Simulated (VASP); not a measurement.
Method: PBE GGA, VASP's PBE PAW potentials (set 64) (plane waves; VASP).

Input for VASP

### POSCAR
```
K
1.0
 -2.2178142803   2.2178142803   2.2178142803
  2.2178142803  -2.2178142803   2.2178142803
  2.2178142803   2.2178142803  -2.2178142803
K
1
Cart
  2.2178142803   2.2178142803   2.2178142803
```

File KPOINTS:
```
Automatic mesh
0
gamma
  12 12 12
0 0 0
```

INCAR:
```
SYSTEM = K
PREC = Accurate
ENCUT = 500
EDIFF = 1E-6
NELM = 100
ALGO = Normal
LREAL = .FALSE.
LASPH = .TRUE.
ISMEAR = 1
SIGMA = 0.1
GGA = PE
LWAVE = .FALSE.
LCHARG = .FALSE.
IBRION = 2
ISIF = 3
NSW = 40
EDIFFG = -0.02
PSTRESS = 50
```

POTCAR, in this order: K_sv (PBE.64 set). Program: vasp_std.

The run wrote:

### OSZICAR
```
       N       E                     dE             d eps       ncg     rms          rms(c)
DAV:   1     0.477001863371E+02    0.47700E+02   -0.40571E+03  1152   0.904E+02
DAV:   2     0.502055379553E+00   -0.47198E+02   -0.46924E+02  1168   0.227E+02
DAV:   3    -0.711453886488E+00   -0.12135E+01   -0.12126E+01  1880   0.347E+01
DAV:   4    -0.734865826520E+00   -0.23412E-01   -0.23407E-01  1712   0.361E+00
DAV:   5    -0.735072136465E+00   -0.20631E-03   -0.20630E-03  1992   0.237E-01    0.405E+00
DAV:   6    -0.732958244062E+00    0.21139E-02   -0.69695E-03  1680   0.812E-01    0.261E+00
DAV:   7    -0.733842026758E+00   -0.88378E-03   -0.10849E-02  1616   0.940E-01    0.135E-01
DAV:   8    -0.733685754511E+00    0.15627E-03   -0.13585E-03  1640   0.462E-01    0.424E-02
DAV:   9    -0.733697478363E+00   -0.11724E-04   -0.38303E-05  1872   0.476E-02    0.241E-02
DAV:  10    -0.733698477260E+00   -0.99890E-06   -0.83654E-06  1784   0.294E-02
   1 F= 0.62804386E+00 E0= 0.62823758E+00  d E =0.628044E+00
```

File OUTCAR:
```
------------------------ aborting loop because EDIFF is reached ----------------------------------------
  FORCE on cell =-STRESS in cart. coord.  units (eV):
  Direction    XX          YY          ZZ          XY          YZ          ZX
  --------------------------------------------------------------------------------------
  Total        1.3697226      1.3697226      1.3697226      0.0000000      0.0000000      0.0000000
  in kB       50.2930168     50.2930168     50.2930168      0.0000000      0.0000000      0.0000000
  external PRESSURE =       0.2930168 kB  Pullay stress =      50.0000000 kB
  volume of cell :       43.64
      direct lattice vectors                 reciprocal lattice vectors
    -2.217814280  2.217814280  2.217814280     0.000000000  0.225447191  0.225447191
     2.217814280 -2.217814280  2.217814280     0.225447191  0.000000000  0.225447191
     2.217814280  2.217814280 -2.217814280     0.225447191  0.225447191  0.000000000
 POSITION                                       TOTAL-FORCE (eV/Angst)
 -----------------------------------------------------------------------------------
      0.00000      0.00000      0.00000         0.000000      0.000000      0.000000
 -----------------------------------------------------------------------------------
    total drift:                                0.000000      0.000000      0.000000
  FREE ENERGIE OF THE ION-ELECTRON SYSTEM (eV)
  ---------------------------------------------------
  free  energy   TOTEN  =        -0.7336984773 eV

  energy  without entropy=       -0.7331173070  energy(sigma->0) =       -0.73350475
  enthalpy is  TOTEN    =         0.6280438592 eV   P V=        1.3617423365

 reached required accuracy - stopping structural energy minimisation
```
(Selected blocks of OUTCAR.)

The compound is K in the bcc structure. It was relaxed first under an external pressure of 5 GPa.
